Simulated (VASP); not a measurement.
Cd4TeO3, 8 atoms in the cell. Symmetry: P3m1, No. 156, trigonal system. Conventional cell: a = 3.835 Å, b = 3.835 Å, c = 12.997 Å, α = 90.00°, β = 90.00°, γ = 120.00°. Cd (site symmetry 3m) is surrounded by 4 O at 2.26 to 2.28 Å. Cd (site symmetry 3m) is surrounded by 1 O at 2.17 Å. Cd (site symmetry 3m) is surrounded by 4 O at 2.24 to 2.30 Å. Cd (site symmetry 3m) has 3 O at 2.26 Å as nearest neighbours. Te (site symmetry 3m) is surrounded by 4 Cd at 2.82 to 3.04 Å. O (site symmetry 3m) has 4 Cd at 2.26 to 2.28 Å as nearest neighbours. Around O (site symmetry 3m) lie 4 Cd at 2.17 to 2.30 Å. O (site symmetry 3m) is surrounded by 4 Cd at 2.24 to 2.26 Å. The cell was built by a generator and needn't be a form met in nature.

```yaml
Program: VASP 6.6.1
Task: relaxation of cell and atoms
Functional: PBE
Potentials_or_basis: VASP PAW PBE potentials, release 64 (Cd, Te, O)
Cutoff: 520 eV
k_mesh: 10 × 10 × 4
Occupations: gaussian, width 0.1 eV
Spin: no spin polarisation
Further_INCAR_settings: ALGO = Normal; EDIFF = 1e-07; IBRION = 2; POTIM = 0.3; EDIFFG = -0.005; NSW = 60; ISIF = 3
```

Potentials or basis: VASP PAW PBE potentials, release 64 (Cd, Te, O).

The run is started by

```bash
$ cat potpaw_PBE.64/Cd/POTCAR potpaw_PBE.64/Te/POTCAR potpaw_PBE.64/O/POTCAR > POTCAR
$ mpirun -np 4 vasp_std > vasp.out
```

Hardware: 4 MPI ranks on Intel(R) Xeon(R) 6975P-C (Granite Rapids) (shared host).

Task: How long does it take, and how much memory?

Result: It took 3.1 min on 4 MPI ranks on Intel(R) Xeon(R) 6975P-C (Granite Rapids), with other jobs on the host, peak memory 0.49 GiB a rank. Counts: scf iterations 34, k points 50, ion steps 4.
